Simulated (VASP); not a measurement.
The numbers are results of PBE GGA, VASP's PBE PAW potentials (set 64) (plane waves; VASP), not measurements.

A VASP calculation is set up with these files.

File KPOINTS:
```
Automatic mesh
0
gamma
  1 1 1
```

File POSCAR:
```
Ga32As31P
1.0
 11.5222104212   0.0000000000   0.0000000000
  0.0000000000  11.5222104212   0.0000000000
  0.0000000000   0.0000000000  11.5222104212
Ga As P
32 31 1
direct
  0.5000000000   0.0000000000   0.0000000000
  0.7500000000   0.2500000000   0.0000000000
  0.7500000000   0.0000000000   0.2500000000
  0.0000000000   0.0000000000   0.0000000000
  0.2500000000   0.2500000000   0.0000000000
  0.5000000000   0.5000000000   0.0000000000
  0.7500000000   0.7500000000   0.0000000000
  0.2500000000   0.0000000000   0.2500000000
  0.5017910000   0.2543520000   0.2512100000
  0.7456170000   0.4962150000   0.2506040000
  0.5000000000   0.0000000000   0.5000000000
  0.7462370000   0.2480720000   0.4963340000
  0.7500000000   0.0000000000   0.7500000000
  0.0000000000   0.5000000000   0.0000000000
  0.2500000000   0.7500000000   0.0000000000
  0.0000000000   0.2500000000   0.2500000000
  0.2500000000   0.5000000000   0.2500000000
  0.5000000000   0.7500000000   0.2500000000
  0.0000000000   0.0000000000   0.5000000000
  0.2500000000   0.2500000000   0.5000000000
  0.4981490000   0.5003530000   0.4965860000
  0.7500000000   0.7500000000   0.5000000000
  0.2500000000   0.0000000000   0.7500000000
  0.5000000000   0.2500000000   0.7500000000
  0.7500000000   0.5000000000   0.7500000000
  0.0000000000   0.7500000000   0.2500000000
  0.0000000000   0.5000000000   0.5000000000
  0.2500000000   0.7500000000   0.5000000000
  0.0000000000   0.2500000000   0.7500000000
  0.2500000000   0.5000000000   0.7500000000
  0.5000000000   0.7500000000   0.7500000000
  0.0000000000   0.7500000000   0.7500000000
  0.6250000000   0.1250000000   0.1250000000
  0.8750000000   0.3750000000   0.1250000000
  0.8750000000   0.1250000000   0.3750000000
  0.1250000000   0.1250000000   0.1250000000
  0.3750000000   0.3750000000   0.1250000000
  0.6250000000   0.6250000000   0.1250000000
  0.8750000000   0.8750000000   0.1250000000
  0.3750000000   0.1250000000   0.3750000000
  0.8750000000   0.6250000000   0.3750000000
  0.6250000000   0.1250000000   0.6250000000
  0.8750000000   0.3750000000   0.6250000000
  0.8750000000   0.1250000000   0.8750000000
  0.1250000000   0.6250000000   0.1250000000
  0.3750000000   0.8750000000   0.1250000000
  0.1250000000   0.3750000000   0.3750000000
  0.3750000000   0.6250000000   0.3750000000
  0.6250000000   0.8750000000   0.3750000000
  0.1250000000   0.1250000000   0.6250000000
  0.3750000000   0.3750000000   0.6250000000
  0.6250000000   0.6250000000   0.6250000000
  0.8750000000   0.8750000000   0.6250000000
  0.3750000000   0.1250000000   0.8750000000
  0.6250000000   0.3750000000   0.8750000000
  0.8750000000   0.6250000000   0.8750000000
  0.1250000000   0.8750000000   0.3750000000
  0.1250000000   0.6250000000   0.6250000000
  0.3750000000   0.8750000000   0.6250000000
  0.1250000000   0.3750000000   0.8750000000
  0.3750000000   0.6250000000   0.8750000000
  0.6250000000   0.8750000000   0.8750000000
  0.1250000000   0.8750000000   0.8750000000
  0.6207370000   0.3718100000   0.3762860000
```

### INCAR
```
SYSTEM = Ga32As31P
PREC = Normal
ENCUT = 400
EDIFF = 1E-5
NELM = 100
ALGO = Fast
LREAL = Auto
LASPH = .TRUE.
ISMEAR = 0
SIGMA = 0.05
GGA = PE
LMAXMIX = 4
LWAVE = .TRUE.
LCHARG = .FALSE.
NELMIN = 4
ISYM = 0
IBRION = 2
ISIF = 2
NSW = 60
EDIFFG = -0.03
```

POTCAR, in this order: Ga As P (PBE.64 set). Program: vasp_gam.

Output of the run:

OSZICAR:
```
       N       E                     dE             d eps       ncg     rms          rms(c)
DAV:   1     0.152903501433E+04    0.15290E+04   -0.92475E+04   322   0.112E+03
DAV:   2    -0.778203365286E+02   -0.16069E+04   -0.15246E+04   419   0.201E+02
DAV:   3    -0.259920362993E+03   -0.18210E+03   -0.17821E+03   388   0.711E+01
DAV:   4    -0.265659813995E+03   -0.57395E+01   -0.56952E+01   372   0.132E+01
DAV:   5    -0.265805116368E+03   -0.14530E+00   -0.14478E+00   388   0.207E+00    0.209E+01
RMM:   6    -0.260623152092E+03    0.51820E+01   -0.78135E+00   322   0.386E+00    0.122E+01
RMM:   7    -0.259922873578E+03    0.70028E+00   -0.11308E+01   322   0.452E+00    0.304E+00
RMM:   8    -0.259865812462E+03    0.57061E-01   -0.23022E+00   322   0.254E+00    0.138E+00
RMM:   9    -0.259773731986E+03    0.92080E-01   -0.21437E-01   326   0.829E-01    0.435E-01
RMM:  10    -0.259789723526E+03   -0.15992E-01   -0.14741E-01   326   0.521E-01    0.425E-01
RMM:  11    -0.259781002126E+03    0.87214E-02   -0.26480E-02   322   0.291E-01    0.744E-02
RMM:  12    -0.259781142590E+03   -0.14046E-03   -0.37121E-03   327   0.103E-01    0.270E-02
RMM:  13    -0.259781250107E+03   -0.10752E-03   -0.10560E-03   334   0.508E-02    0.369E-02
RMM:  14    -0.259781232818E+03    0.17288E-04   -0.13004E-04   323   0.233E-02    0.252E-02
RMM:  15    -0.259781230130E+03    0.26881E-05   -0.93231E-05   321   0.163E-02
   1 F= -.25978123E+03 E0= -.25977596E+03  d E =-.259781E+03
       N       E                     dE             d eps       ncg     rms          rms(c)
DAV:   1    -0.259814736151E+03   -0.33503E-01   -0.94397E-01   372   0.170E+00    0.418E-01
RMM:   2    -0.259820422948E+03   -0.56868E-02   -0.68447E-02   322   0.479E-01    0.124E-01
RMM:   3    -0.259821249441E+03   -0.82649E-03   -0.10091E-02   328   0.198E-01    0.724E-02
RMM:   4    -0.259821281996E+03   -0.32555E-04   -0.17401E-03   338   0.831E-02    0.358E-02
RMM:   5    -0.259821304087E+03   -0.22091E-04   -0.38007E-04   334   0.382E-02    0.133E-02
RMM:   6    -0.259821311816E+03   -0.77297E-05   -0.92904E-05   290   0.177E-02
   2 F= -.25982131E+03 E0= -.25981627E+03  d E =-.400817E-01
       N       E                     dE             d eps       ncg     rms          rms(c)
DAV:   1    -0.259826149061E+03   -0.48450E-02   -0.33002E-01   354   0.100E+00    0.248E-01
RMM:   2    -0.259828132789E+03   -0.19837E-02   -0.23852E-02   322   0.283E-01    0.740E-02
RMM:   3    -0.259828419631E+03   -0.28684E-03   -0.35182E-03   327   0.117E-01    0.421E-02
RMM:   4    -0.259828435013E+03   -0.15383E-04   -0.62264E-04   336   0.494E-02    0.221E-02
RMM:   5    -0.259828442729E+03   -0.77154E-05   -0.13449E-04   321   0.228E-02    0.817E-03
RMM:   6    -0.259828445102E+03   -0.23732E-05   -0.29169E-05   221   0.105E-02
   3 F= -.25982845E+03 E0= -.25982340E+03  d E =-.472150E-01
       N       E                     dE             d eps       ncg     rms          rms(c)
DAV:   1    -0.259828481652E+03   -0.38924E-04   -0.27019E-03   372   0.908E-02    0.230E-02
RMM:   2    -0.259828498450E+03   -0.16797E-04   -0.20211E-04   316   0.262E-02    0.683E-03
RMM:   3    -0.259828501088E+03   -0.26383E-05   -0.31574E-05   225   0.111E-02    0.393E-03
RMM:   4    -0.259828501323E+03   -0.23494E-06   -0.52701E-06   177   0.455E-03
   4 F= -.25982850E+03 E0= -.25982345E+03  d E =-.472712E-01
       N       E                     dE             d eps       ncg     rms          rms(c)
DAV:   1    -0.259834256804E+03   -0.57557E-02   -0.14206E-01   338   0.702E-01    0.162E-01
RMM:   2    -0.259834994946E+03   -0.73814E-03   -0.10223E-02   323   0.187E-01    0.511E-02
RMM:   3    -0.259835152228E+03   -0.15728E-03   -0.18533E-03   343   0.796E-02    0.360E-02
RMM:   4    -0.259835144518E+03    0.77097E-05   -0.21995E-04   325   0.307E-02    0.163E-02
RMM:   5    -0.259835149410E+03   -0.48920E-05   -0.76796E-05   294   0.163E-02
   5 F= -.25983515E+03 E0= -.25983007E+03  d E =-.664809E-02
       N       E                     dE             d eps       ncg     rms          rms(c)
DAV:   1    -0.259836265964E+03   -0.11214E-02   -0.15289E-01   356   0.729E-01    0.171E-01
RMM:   2    -0.259837099494E+03   -0.83353E-03   -0.11333E-02   323   0.197E-01    0.542E-02
RMM:   3    -0.259837275794E+03   -0.17630E-03   -0.20391E-03   342   0.837E-02    0.385E-02
RMM:   4    -0.259837267942E+03    0.78522E-05   -0.24758E-04   325   0.325E-02    0.174E-02
RMM:   5    -0.259837273883E+03   -0.59414E-05   -0.86381E-05   299   0.173E-02
   6 F= -.25983727E+03 E0= -.25983213E+03  d E =-.877256E-02
       N       E                     dE             d eps       ncg     rms          rms(c)
DAV:   1    -0.259837288294E+03   -0.20352E-04   -0.13121E-03   372   0.673E-02    0.147E-02
RMM:   2    -0.259837292189E+03   -0.38951E-05   -0.70102E-05   289   0.156E-02    0.497E-03
RMM:   3    -0.259837292807E+03   -0.61817E-06   -0.11957E-05   187   0.646E-03    0.225E-03
RMM:   4    -0.259837292768E+03    0.38926E-07   -0.15203E-06   128   0.252E-03
   7 F= -.25983729E+03 E0= -.25983215E+03  d E =-.879144E-02
       N       E                     dE             d eps       ncg     rms          rms(c)
DAV:   1    -0.259838576484E+03   -0.12837E-02   -0.57434E-02   340   0.447E-01    0.898E-02
RMM:   2    -0.259838889057E+03   -0.31257E-03   -0.39505E-03   322   0.116E-01    0.283E-02
RMM:   3    -0.259838948961E+03   -0.59903E-04   -0.66866E-04   342   0.486E-02    0.191E-02
RMM:   4    -0.259838947874E+03    0.10871E-05   -0.84360E-05   306   0.189E-02
   8 F= -.25983895E+03 E0= -.25983382E+03  d E =-.165511E-02
       N       E                     dE             d eps       ncg     rms          rms(c)
DAV:   1    -0.259839080963E+03   -0.13200E-03   -0.20356E-02   356   0.267E-01    0.539E-02
RMM:   2    -0.259839194644E+03   -0.11368E-03   -0.14318E-03   323   0.703E-02    0.177E-02
RMM:   3    -0.259839219581E+03   -0.24937E-04   -0.26113E-04   344   0.301E-02    0.123E-02
RMM:   4    -0.259839219859E+03   -0.27795E-06   -0.32285E-05   224   0.116E-02
   9 F= -.25983922E+03 E0= -.25983410E+03  d E =-.192709E-02
```

**OUTCAR**
```
------------------------ aborting loop because EDIFF is reached ----------------------------------------
  FORCE on cell =-STRESS in cart. coord.  units (eV):
  Direction    XX          YY          ZZ          XY          YZ          ZX
  --------------------------------------------------------------------------------------
  Total       -0.4153105     -0.3944856     -0.4016839     -0.0479934     -0.0728826     -0.0155126
  in kB       -0.4349868     -0.4131753     -0.4207146     -0.0502672     -0.0763356     -0.0162475
  external PRESSURE =      -0.4229589 kB  Pullay stress =       0.0000000 kB
  volume of cell :     1529.70
      direct lattice vectors                 reciprocal lattice vectors
    11.522210421  0.000000000  0.000000000     0.086788903  0.000000000  0.000000000
     0.000000000 11.522210421  0.000000000     0.000000000  0.086788903  0.000000000
     0.000000000  0.000000000 11.522210421     0.000000000  0.000000000  0.086788903
  FREE ENERGIE OF THE ION-ELECTRON SYSTEM (eV)
  ---------------------------------------------------
  free  energy   TOTEN  =      -259.8392198587 eV

  energy  without entropy=     -259.8289743143  energy(sigma->0) =     -259.83409709

 reached required accuracy - stopping structural energy minimisation
```
(Selected blocks of OUTCAR.)

CONTCAR:
```
Ga32As31P
   1.00000000000000
    11.5222104212000005    0.0000000000000000    0.0000000000000000
     0.0000000000000000   11.5222104212000005    0.0000000000000000
     0.0000000000000000    0.0000000000000000   11.5222104212000005
  Ga              As              P
    32    31     1
Direct
     0.4998038202956954    0.0005788046649181    0.0003772278825223
     0.7500515837697324    0.2498377858340242    0.0001336623494359
     0.7498641514869648    0.0001189490945527    0.2497794975083384
     0.0000768652153800    0.9999803398227960    0.9999207042286593
     0.2502206673736500    0.2496286534273966    0.0001935311917369
     0.4999581383449667    0.5002475921056782    0.9999025677997311
     0.7502730603550049    0.7493742275744768    0.0004070917766792
     0.2503335806129777    0.0004150085195530    0.2498605932820413
     0.5024554926795008    0.2530613179055155    0.2526999601728214
     0.7457702353141640    0.4959669108289701    0.2535814614260485
     0.4996918275222023    0.0000705785565887    0.4998294837611519
     0.7461834888322901    0.2523590910826023    0.4965817991978950
     0.7503041323962014    0.0001720235922728    0.7497181971316990
     0.9992827242332744    0.5002440933285724    0.0004525645290431
     0.2499557253995739    0.7500953576834927    0.9999107487432602
     0.9997555131962461    0.2501192118041822    0.2498831929937701
     0.2497107527868014    0.4999658080131964    0.2498136223801702
     0.5001503729733805    0.7500601918744261    0.2497155083900285
     0.9995451132283122    0.0003879167329416    0.5003415407547558
     0.2501242909240545    0.2498474599812350    0.4999710865410055
     0.5020181333655069    0.4973305376079113    0.4968500805849442
     0.7500717147290842    0.7494037165198754    0.4998535004370136
     0.2499265240779960    0.9999875359963568    0.7500733735368372
     0.4999247739630270    0.2502032551846115    0.7498191444678416
     0.7499871217470379    0.4996971850969001    0.7492049608688911
     0.9990866787467448    0.7491779587280410    0.2500068677286655
     0.9991174002021622    0.4998875489103489    0.4999624439591840
     0.2500147322666889    0.7497954631921946    0.5004046893596220
     0.9991942889495843    0.2500202696303840    0.7491747065866685
     0.2501586530158358    0.5001840323069723    0.7496580441549593
     0.4999376029987386    0.7495215843969152    0.7494105264407298
     0.0000518040455394    0.7500260489849331    0.7500439415213016
     0.6247793385919066    0.1258453789142000    0.1257748698234238
     0.8738549246923025    0.3751728047924806    0.1259876384284924
     0.8741075709441344    0.1257453852797535    0.3749673085231519
     0.1249609039140762    0.1249656669287051    0.1250409571444942
     0.3755543447041724    0.3750149293310734    0.1254997855509610
     0.6251270164557742    0.6240190347991754    0.1258996823392115
     0.8749864360458154    0.8749492860527192    0.1250185982481029
     0.3756517565284269    0.1257389101216220    0.3747993964097786
     0.8736027687345403    0.6236166379365304    0.3746212324559487
     0.6248534956312201    0.1255490283658995    0.6243134095376911
     0.8737055577225330    0.3745318073160425    0.6236885908522113
     0.8750320162274535    0.1250560476556427    0.8749826391522147
     0.1248776482632050    0.6250925214883037    0.1249903264802047
     0.3749476827068008    0.8750662245091514    0.1249534252836428
     0.1248609690713312    0.3750272735710088    0.3750855866714414
     0.3754688901072111    0.6245118575810746    0.3748370326701980
     0.6250395585551882    0.8749731453329073    0.3749983263886643
     0.1249872995455457    0.1250871963734539    0.6249824635308721
     0.3755658026016782    0.3751182861365556    0.6242231689193095
     0.6247450244167575    0.6240533222336250    0.6239806527863638
     0.8749396405979720    0.8747715684924213    0.6248877695607777
     0.3750417393075222    0.1250235383066978    0.8749479405996109
     0.6250695822948471    0.3750549326611829    0.8749604382903197
     0.8748654289836056    0.6248401292628929    0.8747538058616405
     0.1247820099794310    0.8749157171751404    0.3748575503797588
     0.1247110194436600    0.6248464259487958    0.6249197813037327
     0.3749967698198231    0.8750000708741046    0.6250006437828443
     0.1247396114516608    0.3749914543903629    0.8750247354910300
     0.3749701846087269    0.6250722289278233    0.8749236655301085
     0.6248957358293277    0.8748901286925579    0.8751403824416286
     0.1250265678394497    0.8749964483276198    0.8750551013269449
     0.6237827393355787    0.3744981532376309    0.3753667725477742
```

The supercell is sampled at Γ alone, which is coarse: total energies, pressure and levels can be off, energies of defects by several tenths of an eV.

The cell is a supercell with a defect, built from GaAs (zinc blende): P_As. The run is not spin-polarised, so no state with unpaired spins was tried.
